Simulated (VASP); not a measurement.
```
Ga3InN4
1.0
    3.27245     0.00000     0.00000
   -1.63623     2.83403     0.00000
    0.00000     0.00000    10.73028
In Ga N
1 3 4
Direct
  0.00000   0.00000   0.99837
  0.66667   0.33333   0.25930
  0.66667   0.33333   0.73786
  0.00000   0.00000   0.49847
  0.66667   0.33333   0.07980
  0.66667   0.33333   0.55602
  0.00000   0.00000   0.31662
  0.00000   0.00000   0.79535
```

The numbers are results of r2SCAN meta-GGA, VASP's PBE PAW potentials (set 64) (plane waves; VASP), not measurements. Numerical set-up: 520 eV cut-off, 9×9×3 Γ-centred mesh, tetrahedra with Blöchl corrections, potentials In_d Ga_d N.

Unless said otherwise, spin-orbit coupling is left out, though it shifts the bands of the heavy elements here.

**Question.** Give the energies of bands 27 to 40 at the high-symmetry points, in eV from the valence-band maximum.

**Answer.** 
| band | Γ | M | K | A | L | H |
|---|---|---|---|---|---|---|
| 27 | -4.09 | -6.27 | -5.71 | -2.04 | -6.12 | -5.99 |
| 28 | -1.52 | -5.24 | -5.45 | -1.91 | -5.54 | -5.32 |
| 29 | -1.52 | -4.38 | -4.95 | -1.48 | -3.59 | -5.18 |
| 30 | -1.05 | -3.12 | -4.46 | -1.48 | -3.47 | -4.90 |
| 31 | -1.05 | -2.48 | -4.07 | -1.15 | -3.05 | -3.49 |
| 32 | -0.75 | -2.40 | -3.23 | -1.15 | -2.63 | -3.05 |
| 33 | -0.75 | -2.30 | -3.16 | -0.66 | -2.03 | -2.70 |
| 34 | -0.44 | -2.08 | -2.75 | -0.66 | -1.93 | -2.41 |
| 35 | 0.00 | -1.99 | -1.91 | -0.02 | -1.73 | -2.38 |
| 36 | 0.00 | -1.05 | -1.67 | -0.02 | -1.14 | -2.31 |
| 37 | 1.05 | 3.88 | 4.91 | 2.05 | 3.81 | 5.27 |
| 38 | 3.56 | 4.16 | 5.98 | 2.75 | 4.01 | 6.12 |
| 39 | 3.83 | 5.04 | 6.02 | 3.81 | 4.77 | 6.29 |
| 40 | 4.02 | 5.20 | 6.80 | 4.24 | 5.29 | 6.43 |

The gap is direct, 1.05 eV, from the valence maximum at Γ to the conduction minimum at Γ.

The structure comes from a computed database's InGa3N4 entry (P3m1); how it stands against other phases isn't given here. It was relaxed first.
